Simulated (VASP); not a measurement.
Input:

```xyz
3
Lattice="0.0000 2.8345 2.8345 2.8345 0.0000 2.8345 2.8345 2.8345 0.0000" Properties=species:S:1:pos:R:3 pbc="T T T"
Cd     2.8345     2.8345     0.0000
F      1.4173     1.4173     1.4173
F      4.2518     4.2518     4.2518
```

Method: revPBE GGA, VASP's PBE PAW potentials (set 64) (plane waves; VASP 6.6.1). Numerical set-up: 520 eV cut-off, 7×7×7 Γ-centred mesh, Gaussian smearing of 0.050 eV, potentials Cd F.

Q: Give the stress tensor in GPa (positive for a compressed cell).

A: 
```
-4.26   0.00   0.00
 0.00  -4.26   0.00
 0.00   0.00  -4.26
```
The pressure is its mean diagonal, -4.26 GPa.

The compound is CdF2 in the fluorite structure. This cell is one point of a volume scan, at 1.06 of the reference volume.
